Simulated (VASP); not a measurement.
Here is the system:

```xyz
4
Lattice="2.1658 -3.7513 0.0000 2.1658 3.7513 0.0000 0.0000 0.0000 7.0600" Properties=species:S:1:pos:R:3 pbc="T T T"
Cd     2.1658    -1.2504     3.5299
Cd     2.1658     1.2504     7.0599
Se     2.1658    -1.2504     6.1846
Se     2.1658     1.2504     2.6546
```

Calculation: r2SCAN+rVV10, VASP's PBE PAW potentials (set 64) (plane waves; VASP). Run with 520 eV cut-off, 7×7×4 Γ-centred mesh, tetrahedra with Blöchl corrections, potentials Cd Se.

The cores are frozen, which limits the accuracy of field gradients.

Q: Give the principal components of the electric field gradient (V/Å²) and the asymmetry η at each nucleus.

A: 
| atom | Vxx | Vyy | Vzz | η |
|---|---|---|---|---|
| Cd1 | -1.2 | -1.2 | 2.5 | 0.00 |
| Cd2 | -1.2 | -1.2 | 2.5 | 0.00 |
| Se3 | -0.6 | -0.6 | 1.2 | 0.00 |
| Se4 | -0.6 | -0.6 | 1.2 | 0.00 |

The compound is CdSe in the wurtzite structure. It was relaxed first.
